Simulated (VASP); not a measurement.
Data:

```
InP
1.0
    0.00000     2.96306     2.96306
    2.96306     0.00000     2.96306
    2.96306     2.96306     0.00000
In P
1 1
Direct
  0.00000   0.00000   0.00000
  0.25000   0.25000   0.25000
```

Computed with revTPSS meta-GGA, VASP's PBE PAW potentials (set 64) (plane waves; VASP). Run with 520 eV cut-off, 8×8×8 Γ-centred mesh, Gaussian smearing of 0.050 eV, potentials In_d P.

Give the energy at these volumes per atom, relative to the lowest: 24.34, 25.12, 25.89, 26.67, 27.45 Å³.

23.8, 6.4, 0.0, 3.0, 13.9 meV/atom. A third-order Birch-Murnaghan fit gives B0 = 62.8 GPa and B0′ = 4.6.

Measured: bulk modulus 72.0 GPa at 0 K (computed value off by -12.8 %), as given by Daniel Mejia-Rodriguez et al., Physical Review B (2018), arXiv:1807.09216 [0 K value with the zero-point phonon effect removed]; a 5.858 Å at 0 K (computed value off by +1.2 %), as given by Daniel Mejia-Rodriguez et al., Physical Review B (2018), arXiv:1807.09216 [static lattice: zero-point anharmonic expansion removed].

The compound is InP in the zinc blende structure. It was relaxed first.
